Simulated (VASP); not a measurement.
Input:

```
CELL_PARAMETERS angstrom
      2.00221    -3.46793     0.00000
      2.00221     3.46793     0.00000
      0.00000     0.00000     5.11672
ATOMIC_POSITIONS crystal
  Se 0.00000 0.25012 0.66667
  Se 0.74988 0.74988 0.00000
  Se 0.25012 0.00000 0.33333
```

All values below come from vdW-DF-cx, VASP's PBE PAW potentials (set 64) (plane waves; VASP 6.6.1). Numerical set-up: 520 eV cut-off, 6×6×5 Γ-centred mesh, Gaussian smearing of 0.050 eV, potentials Se.

Problem. The ions and cell shape at fixed volume are relaxed. What does this cell relax into?

Solution. 
```
CELL_PARAMETERS angstrom
      1.99247    -3.45105     0.00000
      1.99247     3.45105     0.00000
      0.00000     0.00000     5.16688
ATOMIC_POSITIONS crystal
  Se 0.00000 0.25572 0.66667
  Se 0.74428 0.74428 0.00000
  Se 0.25572 0.00000 0.33333
```
Space group P3_121 (152), at a tolerance of 0.03 Å.

Problem. How much energy does the relaxation gain?

Solution. The energy (σ→0) changes by -3.3 meV/atom, in 6 ionic steps.

The compound is Se in the trig structure. This cell is one point of a volume scan, at 0.97 of the reference volume. Symmetry was kept, so distortions that lower it aren't found.
